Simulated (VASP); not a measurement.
Here is a VASP 6.6.1 calculation.

Contents of INCAR:

```
PREC = Accurate ; ENCUT = 520
EDIFF = 1E-6 ; ISMEAR = -1
SIGMA = 0.05 ; LREAL = False
LASPH = True ; NELM = 80
ALGO = Fast ; ISIF = 2
LWAVE = False ; LCHARG = True
LDIPOL = True ; IDIPOL = 3
DIPOL = 0.5 0.5 0.500 ; GGA = B5
ALDAX = 1.0 ; AGGAX = 1.0
AGGAC = 1.0 ; ALDAC = 0.0
LELF = True ; LVHAR = True
LVACPOTAV = True
```

File KPOINTS:

```
regular mesh
0
Gamma
  6 6 1
```

Contents of POSCAR:

```
K
1.0
    4.5345090142      0.0000000000      0.0000000000
   -1.5115030047      4.2751760977      0.0000000000
    0.0000000000      0.0000000000     22.4048222126
K
3
Direct
    0.5000000000      0.5000000000      0.3347493646
    0.0000000000      0.0000000000      0.5000000000
    0.5000000000      0.5000000000      0.6652506354
```

Potentials or basis: VASP PAW PBE potentials, release 64 (K_sv).

The run is started by

```console
$ cat potpaw_PBE.64/K_sv/POTCAR > POTCAR
$ mpirun -np 1 vasp_std > vasp.out
```

Question: Predict the work function of the upper face.

Answer: 2.08 eV.

Question: Predict the work function of the lower face.

Answer: 2.08 eV.

Question: Predict the band gap on the k mesh.

Answer: None (metal or under the smearing width).

Question: Predict the largest force.

Answer: 0.028 eV/Å.

Forces on the atoms (eV/Å):
```
K    0.000  0.000 -0.028
K    0.000  0.000  0.000
K    0.000  0.000  0.028
```

Caveat: the PAW data sets were made with another functional, which shifts forces and pressure a little.
